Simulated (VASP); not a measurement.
Consider the following.

```
K
1.0
    4.61838     0.00000     0.00000
   -1.53946     4.35426     0.00000
    0.00000     0.00000    26.46283
K
3
Cartesian
  1.53946   2.17713   9.46052
  0.00000   0.00000  13.23142
  1.53946   2.17713  17.00232
```

Calculation: r2SCAN meta-GGA, VASP's PBE PAW potentials (set 64) (plane waves; VASP). Numerical set-up: PREC = Normal, 400 eV cut-off, 7×7×1 Γ-centred mesh, first-order Methfessel-Paxton smearing of 0.10 eV, potentials K_sv.

**Question.** Predict the energy per atom (σ→0), band gap (on the k-mesh) with the smallest direct gap where there is one.

**Answer.** 
The band gap (on the k-mesh) comes out as none (metal, semimetal or under 0.01 eV) and the energy per atom (σ→0) comes out as -5.911 eV/atom.

The absolute energy has meaning only against runs of the same code, potentials and settings.

The cell is a thin slab with vacuum, built from K (bcc): (110) face.
